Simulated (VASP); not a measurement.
Consider the following.

```
CELL_PARAMETERS angstrom
      4.87060     0.00000     0.00000
      0.00000     4.87060     0.00000
      0.00000     0.00000     3.30658
ATOMIC_POSITIONS crystal
  Mn 0.00000 0.00000 0.00000
  Mn 0.50000 0.50000 0.50000
  F  0.30298 0.30298 0.00000
  F  0.80298 0.19702 0.50000
  F  0.19702 0.80298 0.50000
  F  0.69702 0.69702 0.00000
```
Starting moments (μB, in the order of the record's atoms Mn Mn F F F F): 4.5 -4.5 0.0 0.0 0.0 0.0.

Method: rev-vdW-DF2, VASP's PBE PAW potentials (set 64) (plane waves; VASP 6.6.1). Settings: 520 eV cut-off, Gaussian smearing of 0.050 eV, potentials Mn_pv F.

Task: Give the spin-up energies of bands 18 to 31 at the high-symmetry points, in eV from the valence-band maximum.

Result: 
| band | Γ | Y | C0 | Z | A0 | T | S | R |
|---|---|---|---|---|---|---|---|---|
| 18 | -5.44 | -4.94 | -4.94 | -5.29 | -5.27 | -5.27 | -5.22 | -5.44 |
| 19 | -4.55 | -4.77 | -4.77 | -4.94 | -4.45 | -4.45 | -5.04 | -4.78 |
| 20 | -4.19 | -4.69 | -4.69 | -4.84 | -4.40 | -4.40 | -4.99 | -4.70 |
| 21 | -4.17 | -4.67 | -4.67 | -4.67 | -4.29 | -4.29 | -4.23 | -4.40 |
| 22 | -3.88 | -4.54 | -4.54 | -4.57 | -4.28 | -4.28 | -4.21 | -4.37 |
| 23 | -1.67 | -1.67 | -1.67 | -1.45 | -1.49 | -1.49 | -1.62 | -1.50 |
| 24 | -1.41 | -1.40 | -1.40 | -1.39 | -1.44 | -1.44 | -1.36 | -1.43 |
| 25 | -1.25 | -1.17 | -1.17 | -1.15 | -1.25 | -1.25 | -1.22 | -1.26 |
| 26 | -0.36 | -0.51 | -0.51 | -0.53 | -0.55 | -0.55 | -0.06 | -0.63 |
| 27 | -0.10 | -0.09 | -0.09 | -0.20 | -0.04 | -0.04 | -0.03 | -0.02 |
| 28 | 2.12 | 2.45 | 2.45 | 2.64 | 2.61 | 2.61 | 2.37 | 2.62 |
| 29 | 2.40 | 2.86 | 2.86 | 2.71 | 2.68 | 2.68 | 2.82 | 2.70 |
| 30 | 2.88 | 2.88 | 2.88 | 2.77 | 2.85 | 2.85 | 2.84 | 2.84 |
| 31 | 2.88 | 3.16 | 3.16 | 3.48 | 3.41 | 3.41 | 3.69 | 3.48 |

Task: Give the spin-down energies of bands 18 to 31 at the high-symmetry points, in eV from the valence-band maximum.

Result: 
```json
[
 {"band": "18", "Γ": "-5.44", "Y": "-4.94", "C0": "-4.94", "Z": "-5.29", "A0": "-5.27", "T": "-5.27", "S": "-5.22", "R": "-5.44"},
 {"band": "19", "Γ": "-4.55", "Y": "-4.77", "C0": "-4.77", "Z": "-4.94", "A0": "-4.45", "T": "-4.45", "S": "-5.04", "R": "-4.78"},
 {"band": "20", "Γ": "-4.19", "Y": "-4.69", "C0": "-4.69", "Z": "-4.84", "A0": "-4.40", "T": "-4.40", "S": "-4.99", "R": "-4.70"},
 {"band": "21", "Γ": "-4.17", "Y": "-4.67", "C0": "-4.67", "Z": "-4.67", "A0": "-4.29", "T": "-4.29", "S": "-4.23", "R": "-4.40"},
 {"band": "22", "Γ": "-3.88", "Y": "-4.54", "C0": "-4.54", "Z": "-4.57", "A0": "-4.28", "T": "-4.28", "S": "-4.21", "R": "-4.37"},
 {"band": "23", "Γ": "-1.67", "Y": "-1.67", "C0": "-1.67", "Z": "-1.45", "A0": "-1.49", "T": "-1.49", "S": "-1.62", "R": "-1.50"},
 {"band": "24", "Γ": "-1.41", "Y": "-1.40", "C0": "-1.40", "Z": "-1.39", "A0": "-1.44", "T": "-1.44", "S": "-1.36", "R": "-1.43"},
 {"band": "25", "Γ": "-1.25", "Y": "-1.17", "C0": "-1.17", "Z": "-1.15", "A0": "-1.25", "T": "-1.25", "S": "-1.22", "R": "-1.26"},
 {"band": "26", "Γ": "-0.36", "Y": "-0.51", "C0": "-0.51", "Z": "-0.53", "A0": "-0.55", "T": "-0.55", "S": "-0.06", "R": "-0.63"},
 {"band": "27", "Γ": "-0.10", "Y": "-0.09", "C0": "-0.09", "Z": "-0.20", "A0": "-0.04", "T": "-0.04", "S": "-0.03", "R": "-0.02"},
 {"band": "28", "Γ": "2.12", "Y": "2.45", "C0": "2.45", "Z": "2.64", "A0": "2.61", "T": "2.61", "S": "2.37", "R": "2.62"},
 {"band": "29", "Γ": "2.40", "Y": "2.86", "C0": "2.86", "Z": "2.71", "A0": "2.68", "T": "2.68", "S": "2.82", "R": "2.70"},
 {"band": "30", "Γ": "2.88", "Y": "2.88", "C0": "2.88", "Z": "2.77", "A0": "2.85", "T": "2.85", "S": "2.84", "R": "2.84"},
 {"band": "31", "Γ": "2.88", "Y": "3.16", "C0": "3.16", "Z": "3.48", "A0": "3.41", "T": "3.41", "S": "3.69", "R": "3.48"}
]
```

The gap is indirect, 2.12 eV, from the valence maximum at Z-A0 at 0.57 to the conduction minimum at Γ.

The compound is MnF2 in the rutile structure. It was relaxed first.
